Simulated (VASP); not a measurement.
Runs of VASP 6.6.1 on Hg. The structure is cubic, space group Im-3m (No. 229). The conventional cell has a = 3.554 Å, b = 3.554 Å, c = 3.554 Å, α = 90.00°, β = 90.00°, γ = 90.00°. Hg (site symmetry m-3m) has 8 Hg at 3.08 Å as nearest neighbours. 

```tsv
spin	cell	k mesh	gap on the mesh (eV)	pressure (GPa)
off	Im-3m, 22.45 Å³/atom	20 × 20 × 20	none	0.7
non-collinear, zero start, SOC	Im-3m, 22.45 Å³/atom	12 × 12 × 12	-	(a)
off	Im-3m, 24.25 Å³/atom	14 × 14 × 14	none	-2.4
off	Im-3m, 20.65 Å³/atom	14 × 14 × 14	none	6.8
```

Alike in all rows: task single point; level LDA; potentials or basis VASP PAW LDA potentials, release 64 (Hg); cutoff (eV) 520; smearing fermi-dirac 0.1 eV.

Q: Fill in the values left out.

A: (a) -0.3.

A k mesh can miss the band edges, and rows without SOC leave out spin-orbit coupling on Hg.

A gap of «none» marks a metal or a gap under the smearing width.
